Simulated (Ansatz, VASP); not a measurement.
**NbTe2 in two plane-wave programs**

One calculation is typed for both programs; each brings its own data sets. How far apart do they land? Of the first pair: The structure shown is the start of the Ansatz relaxation below; VASP solves that cell, so the two are compared at the walk's first step.

Method: plane waves, with VASP 6.6.1 beside it; single point at PBEsol, in Ansatz 0.2.0.

## Step 1: The structure

The cell holds 3 atoms: 1 Nb and 2 Te. Cell: a = 3.670 Å, b = 3.670 Å, c = 31.000 Å, α = 90.0°, β = 90.0°, γ = 120.0°. It derives from NbTe2. Vacuum lies along c. The height across the vacuum is the one that the program set for its solve, not the one typed.

## Step 2: Ansatz: relaxation, PBEsol

Ansatz runs on its PAW soft_1 files.

The two programs are compared at the cell with which this relaxation starts, whose forces are those of its first step.

input.yaml reads:

```yaml
crystal:
  lattice:
    - [3.67, 0.0, 0.0]
    - [-1.835, 3.17831, 0.0]
    - [0.0, 0.0, 20.0]
  atoms:
    - { symbol: Nb, position: [0.333333, 0.666667, 0.5] }
    - { symbol: Te, position: [0.666667, 0.333333, 0.59] }
    - { symbol: Te, position: [0.666667, 0.333333, 0.41] }
  periodic: [true, true, false]
kpoints:
  mp_grid: { grid: [15, 15, 1] }
hamiltonian:
  xc: pbesol
  pseudopotentials: { kind: paw, azcp: { folder: soft_1 }, xc_functional: pbe }
scf:
  occupations: { method: gaussian, width: 0.1 }
output:
  forces: true
  stress: true
  eigenvalues: true
relax:
  adjacent_minimum: "off"
  f_tol: 0.005
  max_steps: 80
  cell: { stress_2d_tol: 0.02 }
```

Started as:

```console
> ansatz run input.yaml --threads 8 --pin off --max-ram 16384MiB --backend cpu --events-out ev --progress --plain --runs-dir out
```

Numbers of over 12 decimals in the logs are rounded to 6 here.

The program printed:

```text
Warning: crystal.periodic: the lattice vector that does not repeat stood 0.000° off the slab's normal, 20.000 Å along it as the deck builds it. The run solves the slab on a vector along the normal, 31.000 Å long, with every atom where it was (on the deck's vector they left 16.40 Å outside them, and the widest stretch free of ions among them is 1.80 Å). A fractional position that the run reports is one of the run's ce [...]
Warning: the atoms were moved onto the symmetric positions of the space group found under crystal.symmetry.tolerance 1.0e-5 (fractional; no operation is sought that the atoms, as they stand in a round, miss by more than twice it, and no atom is moved by as much as it), and the run uses the moved positions. Before a round's move an operation carried an atom to 4.89e-6 Å from where it should land, the largest such dist [...]
[...]
SCF iter   7: F=—  HF=-18299.898659 eV  |F-HF|=—  |Δ(HF+E_count)|=   6.02e-8  Δρ=1.15e-6  dr2=6.69e-9  ethr=2.56e-10  ⟨swp⟩=3.8  Hψ=1577  notcnv=0
SCF iter   8: F=—  HF=-18299.898659 eV  |F-HF|=—  |Δ(HF+E_count)|=   7.80e-9  Δρ=2.47e-7  dr2=2.92e-10  ethr=1.49e-11  ⟨swp⟩=3.9  Hψ=1707  notcnv=0
SCF iter   9: F=—  HF=-18299.898659 eV  |F-HF|=—  |Δ(HF+E_count)|=   2.36e-9  Δρ=6.96e-8  dr2=1.25e-11  ethr=1.00e-12  ⟨swp⟩=3.8  Hψ=1687  notcnv=0
SCF iter  10: F=-18299.898659 eV  HF=-18299.898659 eV  |F-HF|=3.27e-11  |Δ(HF+E_count)|=   1.27e-9  Δρ=2.05e-8  dr2=1.31e-12  ethr=1.00e-12  ⟨swp⟩=13.2  Hψ=5269  notcnv=0
SCF 3 converged in 10 iterations: F = -18299.898659 eV  dr2 = 1.31e-12
relax step   3: F+E_penalty+E_count = -18299.89865931 eV  Δ(F+E_penalty+E_count) = -1.548e-2 eV  max|allowed force component| = 7.668e-2 eV/Å  Δτ_max = 0.0460 Å  P = -0.303 N/m  Ω = 352.923 Å³  energy of the carried Pulay correction = +3.860e-4 eV  fix = [c, alpha, beta]  reactions: c -0.000 N/m  (10 SCF iters, accepted)
[...]
relax step   4: F+E_penalty+E_count = -18299.89931085 eV  Δ(F+E_penalty+E_count) = -6.515e-4 eV  max|allowed force component| = 1.835e-2 eV/Å  Δτ_max = 0.0034 Å  P = -0.090 N/m  Ω = 352.178 Å³  energy of the carried Pulay correction = +4.200e-4 eV  fix = [c, alpha, beta]  reactions: c -0.000 N/m  (4 SCF iters, dr2 threshold 3.00e-7 eV, accepted)
[...]
relax step   5: F+E_penalty+E_count = -18299.89938059 eV  Δ(F+E_penalty+E_count) = -6.975e-5 eV  max|allowed force component| = 8.624e-4 eV/Å  Δτ_max = 0.0007 Å  P = -0.001 N/m  Ω = 351.754 Å³  energy of the carried Pulay correction = +4.393e-4 eV  fix = [c, alpha, beta]  reactions: c -0.000 N/m  (5 SCF iters, dr2 threshold 2.10e-8 eV, accepted)
[...]
relax step   6: F+E_penalty+E_count = -18299.89894259 eV  Δ(F+E_penalty+E_count) = +4.380e-4 eV  max|allowed force component| = 9.510e-4 eV/Å  Δτ_max = 0.0000 Å  P = -0.002 N/m  Ω = 351.754 Å³  fix = [c, alpha, beta]  reactions: c -0.000 N/m  stress off target by 1.90e-3 N/m on what of the cell is left free  SCF on the basis re-selected at this cell (its energy is not comparable with the rows above)  (6 SCF iters)
basis re-selected at this cell: Δ(F+E_penalty+E_count) = +4.380e-4 eV, ΔP = -0.001 N/m vs the last step (what re-selecting the basis moved, of the pressure what is left beyond the Pulay correction that the steps carried, after the strain that the cell walked since its last selection, with what the two solves' SCF thresholds leave and, on support functions, any second-order correction that the steps lacked; it is no m [...]
SCF converged after 6 iterations
Free energy (F): -18299.898943 eV
Harris-Foulkes:  -18299.898943 eV  (|F-HF|=1.31e-10)
Internal energy: -18299.878253 eV  (E = F + TS)
E sigma→0 (E₀):  -18299.888598 eV
Entropy (-TS):   -0.020690 eV (-6.897 meV/atom)
Fermi energy:    -5.053873 eV
--- Per-component energies (eV) ---
  E_band       = -1316.602773
  E_kinetic    = 718.446536
  E_local      = -98548.989233  (includes V_loc(G=0)·N_el)
  E_nonlocal   = 234.710516
  E_hartree    = 48798.650817
  E_xc         = -407.446367
  E_vxc        = -403.622095  (∫ρ·V_xc dr)
  E_paw        = -12215.518009  (= ΣΔE_a)
  E_vpaw       = -914.450305  (= ΣTr[D̂ρ^β])
  E_aug_tail   = 0.000205  (compensation charges beyond the density's cutoff)
  E_ewald      = 43119.328949
  E_core_change = 0.938332  (= ΣΔE_core)
  E_smearing   = -0.020690  (= −TS)
  E_closure    = -0.000000  (closes the sum)
  Σ components = -18299.898943   (vs F -18299.898943, Δ=0.00e0)
--- Forces (eV/Å), atoms counted from 1 ---
  atom   1  Nb     0.00000000     0.00000000    -0.00000000
  atom   2  Te     0.00000000    -0.00000000     0.00095105
  atom   3  Te    -0.00000000    -0.00000000    -0.00095105
  max |Σ_I F_I| component: 1.39e-17 eV/Å
--- 2D stress c σ (N/m, compression-positive) ---
       -0.001898       0.000000       0.000000
        0.000000      -0.001898       0.000000
        0.000000       0.000000       0.000000
  P = ½ c Tr σ = -0.0019 N/m
--- Band table (eV; the first three rows and the last of 27) ---
  k-point 0: bands = ["-59.7970", "-41.2204", "-41.2204", "-41.2177", "-41.2177", "-41.1681", "-41.1681", "-41.1641", "-41.1641", "-41.1514", "-41.1442", "-35.8998", "-35.8504", "-35.8504", "-17.2482", "-16.3403", "-9.7032", "-6.5704", "-6.2962", "-6.2962", "-5.3974", "-5.3974", "-4.9048", "-1.8931", "-1.8931", "-1.6284", "-1.6284"]
  k-point 1: bands = ["-59.7965", "-41.2203", "-41.2198", "-41.2179", "-41.2171", "-41.1683", "-41.1682", "-41.1645", "-41.1642", "-41.1511", "-41.1439", "-35.8976", "-35.8576", "-35.8520", "-17.1914", "-16.3037", "-9.6369", "-6.6521", "-6.4616", "-6.2489", "-5.4947", "-5.4184", "-4.9114", "-2.0975", "-1.9611", "-1.8101", "-1.7393"]
  k-point 2: bands = ["-59.7951", "-41.2199", "-41.2184", "-41.2178", "-41.2152", "-41.1686", "-41.1686", "-41.1657", "-41.1643", "-41.1502", "-41.1429", "-35.8916", "-35.8779", "-35.8563", "-17.0248", "-16.1964", "-9.4469", "-6.9061", "-6.8791", "-6.1137", "-5.7434", "-5.5530", "-4.9602", "-2.5322", "-2.4068", "-2.0142", "-1.6085"]
  k-point 26: bands = ["-59.7842", "-41.2153", "-41.2100", "-41.2089", "-41.2088", "-41.1754", "-41.1714", "-41.1681", "-41.1677", "-41.1438", "-41.1353", "-35.9777", "-35.9474", "-35.8439", "-15.2146", "-15.0460", "-9.1518", "-9.0087", "-8.5224", "-7.7361", "-7.6665", "-6.4820", "-4.5438", "-3.2584", "-2.5388", "-1.8790", "-0.5095"]
--- Relaxed structure (5 steps of the walk, 4 accepted, 1 SCFs on fresh bases) ---
  F+E_penalty+E_count = -18299.89894259 eV   max|allowed force component| = 9.510e-4 eV/Å   (the final SCF, on the basis selected at the relaxed cell)
  cell:  # Å, volume = 351.7545 Å³
    - [3.619709, 0.0, 0.0]
    - [-1.809854, 3.134760, 0.0]
    - [0.0, 0.0, 31.0]
  atoms:
    - { symbol: Nb, position: [0.333333, 0.666667, 0.322581] }
    - { symbol: Te, position: [0.666667, 0.333333, 0.381996] }
    - { symbol: Te, position: [0.666667, 0.333333, 0.263165] }
```

## Step 3: VASP: single point, PBEsol, start cell, pair 1

The same cell, functional, mesh and smearing now go to VASP, with its own data sets.

Lines of VASP's logs that name or quote its potential files are left out, and so is its time.

INCAR reads:

```
SYSTEM = NbTe2
PREC = Accurate
ENCUT = 400
EDIFF = 1E-06
NELM = 120
ISMEAR = 0
SIGMA = 0.1
LREAL = .FALSE.
ALGO = Normal
GGA = PS
NBANDS = 18
LASPH = .TRUE.
LORBIT = 11
LWAVE = .FALSE.
LCHARG = .FALSE.
ISIF = 2
LDIPOL = .TRUE.
IDIPOL = 3
DIPOL = 0.5 0.5 0.323
LVHAR = .TRUE.
GGA_COMPAT = .FALSE.
NELMDL = -8
KPAR = 2
```

POSCAR reads:

```
NbTe2
1.0
    3.6699980000      0.0000000000      0.0000000000
   -1.8349990000      3.1783120000      0.0000000000
    0.0000000000      0.0000000000     31.0000000000
Nb Te
1 2
Direct
    0.3333332285      0.6666664569      0.3225806452
    0.6666666142      0.3333332285      0.3806451613
    0.6666666142      0.3333332285      0.2645161290
```

KPOINTS reads:

```
Automatic mesh
0
Gamma
15 15 1
0 0 0
```

Potentials, in the order of the species: Nb_sv and Te (PBE family, release 64).

Started as:

```console
> mpirun -np 2 vasp_std
```

The program printed:

```text
[banner, memory and clock lines left out]
running    2 mpi-ranks, on    1 nodes
 distrk:  each k-point on    1 cores,    2 groups
 distr:  one band on    1 cores,    1 groups

 POSCAR found type information on POSCAR NbTe
 POSCAR found :  2 types and       3 ions
|                                                                             |
|               ----> ADVICE to this user running VASP <----                  |
|                                                                             |
|     You enforced a specific xc type in the INCAR file but a different       |
|     [... a line on the potential file left out ...]
|     I HOPE YOU KNOW WHAT YOU ARE DOING!                                     |
|                                                                             |

 LDA part: xc-table for (Slater+PW92), standard interpolation
 POSCAR, INCAR and KPOINTS ok, starting setup
 FFT: planning ... GRIDC
 FFT: planning ... GRID_SOFT
 FFT: planning ... GRID
 WAVECAR not read
 entering main loop
       N       E                     dE             d eps       ncg     rms          rms(c)
DAV:   1     0.121175820168E+03    0.12118E+03   -0.96919E+03  1372   0.799E+02
DAV:   2    -0.510208875646E+01   -0.12628E+03   -0.12425E+03  1348   0.210E+02
DAV:   3    -0.197701548479E+02   -0.14668E+02   -0.14545E+02  1940   0.591E+01
DAV:   4    -0.200731924285E+02   -0.30304E+00   -0.30068E+00  1286   0.991E+00
DAV:   5    -0.200918061937E+02   -0.18614E-01   -0.18555E-01  1760   0.216E+00
DAV:   6    -0.200920461961E+02   -0.24000E-03   -0.23990E-03  1318   0.254E-01
DAV:   7    -0.200920569927E+02   -0.10797E-04   -0.10796E-04  1632   0.480E-02
DAV:   8    -0.200920571910E+02   -0.19825E-06   -0.19838E-06  1198   0.698E-03    0.103E+01
DAV:   9    -0.194418894830E+02    0.65017E+00   -0.52468E+00  1540   0.142E+01    0.618E+00
DAV:  10    -0.193226105863E+02    0.11928E+00   -0.28575E+00  1376   0.870E+00    0.260E+00
DAV:  11    -0.191983052399E+02    0.12431E+00   -0.48203E-01  1338   0.443E+00    0.104E+00
DAV:  12    -0.191978926038E+02    0.41264E-03   -0.84198E-02  1468   0.160E+00    0.464E-01
DAV:  13    -0.191942686084E+02    0.36240E-02   -0.20109E-02  1400   0.102E+00    0.135E-01
DAV:  14    -0.191940489138E+02    0.21969E-03   -0.11253E-03  1354   0.242E-01    0.103E-01
[...]
DAV:  19    -0.191948521590E+02   -0.15127E-03   -0.80351E-06  1304   0.142E-02    0.583E-03
DAV:  20    -0.191949489285E+02   -0.96770E-04   -0.52669E-06  1194   0.103E-02    0.395E-03
DAV:  21    -0.191949759126E+02   -0.26984E-04   -0.85110E-07  1042   0.474E-03    0.168E-03
DAV:  22    -0.191949863229E+02   -0.10410E-04   -0.21822E-07   964   0.218E-03    0.175E-03
DAV:  23    -0.191949939583E+02   -0.76354E-05   -0.21260E-07   960   0.211E-03    0.670E-04
DAV:  24    -0.191949965354E+02   -0.25771E-05   -0.55982E-08   834   0.127E-03    0.484E-04
DAV:  25    -0.191949992262E+02   -0.26908E-05   -0.57983E-08   792   0.727E-04    0.240E-04
DAV:  26    -0.191949999831E+02   -0.75693E-06   -0.10664E-08   670   0.450E-04
   1 F= -.19195000E+02 E0= -.19186127E+02  d E =-.177464E-01
```

From OUTCAR (step 3):

```text
ion  position               nearest neighbor table
   1  0.333  0.667  0.323-   2 2.78   2 2.78   3 2.78   3 2.78   2 2.78   3 2.78
   2  0.667  0.333  0.381-   1 2.78   1 2.78   1 2.78   3 3.60
   3  0.667  0.333  0.265-   1 2.78   1 2.78   1 2.78   2 3.60

  LATTYP: Found a hexagonal cell.
 ALAT       =     3.6699980000
 C/A-ratio  =     8.4468710882

 Subroutine GETGRP returns: Found 12 space group operations
 (whereof  6 operations were pure point group operations)

The static configuration has the point symmetry C_3v.
 The point group associated with its full space group is D_3h.

 Found     27 irreducible k-points:

   k-points           NKPTS =     27   k-points in BZ     NKDIM =     27   number of bands    NBANDS=     18

   dimension x,y,z NGX =    24 NGY =   24 NGZ =  210
   dimension x,y,z NGXF=    48 NGYF=   48 NGZF=  420

   ENCUT  =  400.0 eV  29.40 Ry    5.42 a.u.   5.98  5.98 50.55*2*pi/ulx,y,z

   NELECT =      25.0000    total number of electrons

 k-points in reciprocal lattice and weights: Automatic mesh
   0.00000000  0.00000000  0.00000000       0.004
   0.06666667  0.00000000  0.00000000       0.027
   0.13333333  0.00000000  0.00000000       0.027
   0.20000000  0.00000000  0.00000000       0.027
   0.26666667  0.00000000  0.00000000       0.027
   0.33333333  0.00000000  0.00000000       0.027
   0.40000000  0.00000000  0.00000000       0.027
   0.46666667  0.00000000  0.00000000       0.027
   0.06666667  0.06666667  0.00000000       0.027
[...]
0.33333333  0.26666667  0.00000000       0.053
   0.33333333  0.33333333  0.00000000       0.009

 dipolmoment           0.000000      0.000000      0.000006 electrons x Angstroem

 average (electrostatic) potential at core
       1 -90.8360       2 -95.9314       3 -95.9314

 E-fermi :  -2.3928

 k-point     1 :       0.0000    0.0000    0.0000
  band No.  band energies     occupation
    ...
      8      -3.7954      2.00000
      9      -3.7954      2.00000
     10      -3.6581      2.00000
     11      -2.8854      2.00000
     12      -2.8854      2.00000
     13      -2.0676      0.00000
     14       0.6906      0.00000
     15       0.6906      0.00000
     16       1.0111      0.00000
     17       1.0111      0.00000
    ...

 k-point     2 :       0.0667    0.0000    0.0000
  band No.  band energies     occupation
    ...
      8      -3.9531      2.00000
      9      -3.7847      2.00000
     10      -3.7502      2.00000
     11      -2.9782      2.00000
     12      -2.8516      2.00000
     13      -2.0848      0.00001
     14       0.5010      0.00000
     15       0.7069      0.00000
     16       0.7771      0.00000
     17       0.9027      0.00000
    ...

 k-point     3 :       0.1333    0.0000    0.0000
  band No.  band energies     occupation
    ...
      8      -4.3738      2.00000
      9      -4.0882      2.00000
     10      -3.6205      2.00000
     11      -3.2157      2.00000
     12      -2.8774      2.00000
     13      -2.1646      0.00125
     14       0.1886      0.00000
     15       0.2153      0.00000
     16       0.6322      0.00000
     17       0.9908      0.00000
    ...

  Total       -0.4914914     -0.4914915      0.8799412      0.0000000      0.0000000      0.0000000
  in kB       -2.1777220     -2.1777226      3.8988826      0.0000000      0.0000000      0.0000000
  external PRESSURE =      -0.1521873 kB  Pullay stress =       0.0000000 kB

  energy-cutoff  :      400.00
  volume of cell :      361.60
      direct lattice vectors                 reciprocal lattice vectors
     3.669998000  0.000000000  0.000000000     0.272479713  0.157316211  0.000000000
    -1.834999000  3.178312000  0.000000000     0.000000000  0.314632421  0.000000000
     0.000000000  0.000000000 31.000000000     0.000000000  0.000000000  0.032258065

 POSITION                                       TOTAL-FORCE (eV/Angst)
 -----------------------------------------------------------------------------------
      0.00000      2.11887     10.00000        -0.000000     -0.000000     -0.000000
      1.83500      1.05944     11.80000         0.000000      0.000000      0.267533
      1.83500      1.05944      8.20000         0.000000      0.000000     -0.267533
 -----------------------------------------------------------------------------------
    total drift:                                0.000000      0.001504      0.000069

  FREE ENERGIE OF THE ION-ELECTRON SYSTEM (eV)
  ---------------------------------------------------
  free  energy   TOTEN  =       -19.1949999831 eV

  energy  without entropy=      -19.1772535563  energy(sigma->0) =      -19.18612677

 vacuum level on the upper side and lower side of the slab         2.750         2.750

 total charge
# of ion       s       p       d       tot
------------------------------------------
    1        2.147   6.003   2.459  10.609
    2        1.380   2.010   0.050   3.440
    3        1.380   2.010   0.050   3.440
--------------------------------------------------
tot          4.908  10.023   2.559  17.489

[... 3 further parts left out ...]
```

This run has no spin polarisation. Its electron count is odd, so without a moment it is a metal by construction.

(Part 1 of 2 ends here.)

[Lines on the potential files, build, host, timing and source positions are cut from VASP's logs without a mark.]

[Logs are printed without paths, hosts, clocks, repeated set-up lines and the standing remarks that a program may print on its own settings, such as how far it seeks lower states.]

[Hosts, paths, dates, database ids (printed as entryN), source tags and the programs' standing remarks are cut or masked in the printed files.]
